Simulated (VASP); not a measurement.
Sr:

```
Sr
1.0
     0.00000    3.03360    3.03360
     3.03360    0.00000    3.03360
     3.03360    3.03360    0.00000
Sr
1
Direct
  0.00000 0.00000 0.00000
```

```yaml
Program: VASP 6.6.1
Task: relaxation of cell and atoms
Functional: LDA
Potentials_or_basis: VASP PAW LDA potentials, release 64 (Sr_sv)
Cutoff: 600 eV
k_mesh: 12 × 12 × 12
Occupations: gaussian, width 0.1 eV
Spin: no spin polarisation
```

At the start: pressure -1.5 GPa; volume 55.83 Å³/atom.

Problem. Where does the relaxation end?

Solution. Over 4 steps the energy falls by 38.3 meV/atom and the volume is 48.62 Å³/atom (-12.9 %); space group Fm-3m (No. 225, to 0.05 Å).

The path:
```tsv
step	energy change (eV)	largest force (eV/Å)	pressure (GPa)	volume (Å³)
1	0.0000	0.0000	-1.53	55.83
2	-0.0307	0.0000	-0.77	51.65
3	-0.0382	0.0000	-0.09	48.95
4	-0.0383	0.0000	0.00	48.62
```

Final structure:
```
Sr
1.0
     0.00000    2.89685    2.89685
     2.89685    0.00000    2.89685
     2.89685    2.89685    0.00000
Sr
1
Direct
  0.00000 0.00000 0.00000
```
